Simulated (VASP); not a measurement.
The system is C.

```
C
1.0
     2.46100    0.00000    0.00000
    -1.23050    2.13129    0.00000
     0.00000    0.00000    6.17136
C
4
Direct
  0.00000 0.00000 0.25000
  0.33333 0.66667 0.25000
  0.00000 0.00000 0.75000
  0.66667 0.33333 0.75000
```

The cell was built by a generator and needn't be a form met in nature.

Base run:

```yaml
Program: VASP 6.6.1
Functional: vdW-DF
Potentials_or_basis: VASP PAW PBE potentials, release 64 (C)
Cutoff: 520 eV
k_mesh: 16 × 16 × 4
Occupations: fermi-dirac, width 0.05 eV
Spin: no spin polarisation
```

Its results: band gap on the k mesh 0.29 eV, direct; pressure 8.8 GPa.

The run is repeated on the same cell with these changes: functional from vdW-DF to PBE. What comes out?

Band gap on the k mesh 0.28 eV, direct; pressure 4.9 GPa.

Caveats: the PAW data sets were made with another functional, which shifts forces and pressure a little (some runs); this functional lacks dispersion, which binds the layers, so the pressure and a relaxed spacing across them are unreliable (some runs).

A k mesh can miss the band edges.

Not every run made on this cell is shown here.
